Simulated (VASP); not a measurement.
All values below come from PBEsol GGA, VASP's PBE PAW potentials (set 64) (plane waves; VASP).

VASP input:

INCAR:
```
ENCUT = 480   ! plane-wave cut-off (eV)
ALGO = Normal   ! blocked Davidson
ISMEAR = 1
MAGMOM = 2.1
GGA = PS
SIGMA = 0.1
LMAXMIX = 4   ! l cut-off of mixed one-centre charges
IBRION = 2   ! conjugate gradients
LREAL = .FALSE.   ! projection in real space or not
EDIFFG = -0.01   ! ionic stop
LORBIT = 10
ISIF = 3
LASPH = .TRUE.   ! aspherical one-centre terms
LCHARG = .FALSE.
NELM = 100   ! most electronic steps
PREC = Accurate
SYSTEM = Fe
NSW = 60   ! most ionic steps
EDIFF = 1E-6   ! SCF stop (eV)
ISPIN = 2   ! spin-polarised
LWAVE = .FALSE.
```

POSCAR:
```
Fe
1
   -1.3927678590     1.3927678590     1.3927678590
    1.3927678590    -1.3927678590     1.3927678590
    1.3927678590     1.3927678590    -1.3927678590
Fe
1
Direct
  0.0000000000   0.0000000000   1.0000000000
```

### KPOINTS
```
Automatic mesh
0
Gamma
16 16 16
0 0 0
```

POTCAR, in this order: Fe (PBE.64 set). Program: vasp_std.

What VASP printed:

File OSZICAR:
```
       N       E                     dE             d eps       ncg     rms          rms(c)
DAV:   1     0.127853515201E+02    0.12785E+02   -0.39932E+03  5516   0.104E+03
DAV:   2    -0.986572510879E+01   -0.22651E+02   -0.21140E+02  5286   0.124E+02
DAV:   3    -0.101491040574E+02   -0.28338E+00   -0.28251E+00  5857   0.189E+01
DAV:   4    -0.101504273659E+02   -0.13233E-02   -0.13232E-02  5748   0.119E+00
DAV:   5    -0.101504388402E+02   -0.11474E-04   -0.11473E-04  5688   0.997E-02    0.126E+01
DAV:   6    -0.899135889226E+01    0.11591E+01   -0.13407E+01  5503   0.598E+01    0.508E+00
DAV:   7    -0.893321980648E+01    0.58139E-01   -0.68807E-01  5508   0.132E+01    0.318E+00
DAV:   8    -0.892482275360E+01    0.83971E-02   -0.59124E-03  6473   0.653E-01    0.143E+00
DAV:   9    -0.891630224864E+01    0.85205E-02   -0.55401E-03  6554   0.606E-01    0.375E-01
DAV:  10    -0.891629762058E+01    0.46281E-05   -0.99016E-04  6211   0.360E-01    0.124E-01
DAV:  11    -0.891628336044E+01    0.14260E-04   -0.90836E-05  5501   0.150E-01    0.291E-02
DAV:  12    -0.891628394286E+01   -0.58243E-06   -0.20906E-06  4277   0.243E-02
   1 F= -.89162839E+01 E0= -.89161840E+01  d E =-.891628E+01  mag=     2.0922
```

OUTCAR:
```
------------------------ aborting loop because EDIFF is reached ----------------------------------------
  FORCE on cell =-STRESS in cart. coord.  units (eV):
  Direction    XX          YY          ZZ          XY          YZ          ZX
  --------------------------------------------------------------------------------------
  Total       -0.0093257     -0.0093257     -0.0093257      0.0000000     -0.0000000      0.0000000
  in kB       -1.3826042     -1.3826042     -1.3826042      0.0000000     -0.0000000      0.0000000
  external PRESSURE =      -1.3826042 kB  Pullay stress =       0.0000000 kB
  volume of cell :       10.81
      direct lattice vectors                 reciprocal lattice vectors
    -1.392767859  1.392767859  1.392767859     0.000000000  0.358997371  0.358997371
     1.392767859 -1.392767859  1.392767859     0.358997371  0.000000000  0.358997371
     1.392767859  1.392767859 -1.392767859     0.358997371  0.358997371  0.000000000
 POSITION                                       TOTAL-FORCE (eV/Angst)
 -----------------------------------------------------------------------------------
      0.00000      0.00000      0.00000        -0.000000      0.000000     -0.000000
 -----------------------------------------------------------------------------------
    total drift:                                0.000000      0.000000      0.000000
  FREE ENERGIE OF THE ION-ELECTRON SYSTEM (eV)
  ---------------------------------------------------
  free  energy   TOTEN  =        -8.9162839429 eV

  energy  without entropy=       -8.9159841798  energy(sigma->0) =       -8.91618402

 total charge

# of ion       s       p       d       tot
------------------------------------------
    1        0.512   0.590   6.280   7.382

 magnetization (x)

# of ion       s       p       d       tot
------------------------------------------
    1       -0.012  -0.047   2.132   2.072

 reached required accuracy - stopping structural energy minimisation
```
(Selected blocks of OUTCAR.)

File OUTCAR:
```
 val. band max:        6.2205388271   @ k =   0.3750   0.0000   0.0000

 cond. band min:       6.2265014011   @ k =  -0.3125   0.3750   0.2500


 Fermi energy:         6.2258509601

 spin component 1

 k-point     1 :       0.0000    0.0000    0.0000
  band No.  band energies     occupation
      1      -2.6272      1.00000
      2       3.8007      1.00000
      3       3.8007      1.00000
      4       3.8007      1.00000
      5       5.1595      1.00000
      6       5.1595      1.00000
      7      31.6091      0.00000
      8      31.6091      0.00000
      9      31.6091      0.00000

 k-point     2 :       0.0625    0.0000    0.0000
  band No.  band energies     occupation
      1      -2.4586      1.00000
      2       3.7522      1.00000
      3       3.7965      1.00000
      4       3.8950      1.00000
      5       5.1107      1.00000
      6       5.1634      1.00000
      7      30.5799      0.00000
      8      31.3826      0.00000
      9      31.5174      0.00000

 k-point     3 :       0.1250    0.0000    0.0000
  band No.  band energies     occupation
      1      -1.9671      1.00000
      2       3.6157      1.00000
      3       3.7661      1.00000
      4       4.1691      1.00000
      5       5.0060      1.00000
      6       5.1764      1.00000
      7      28.2717      0.00000
      8      30.5669      0.00000
      9      31.2937      0.00000

 k-point     4 :       0.1875    0.0000    0.0000
  band No.  band energies     occupation
      1      -1.2031      1.00000
      2       3.4160      1.00000
      3       3.6862      1.00000
      4       4.5961      1.00000
      5       4.9419      1.00000
      6       5.2004      1.00000
      7      25.4611      0.00000
      8      29.2684      0.00000
      9      31.0308      0.00000

 k-point     5 :       0.2500    0.0000    0.0000
  band No.  band energies     occupation
      1      -0.2899      1.00000
...
```

The compound is Fe in the bcc structure. It was relaxed first, which changed the volume by -9 %. The start is the result of an earlier pass.
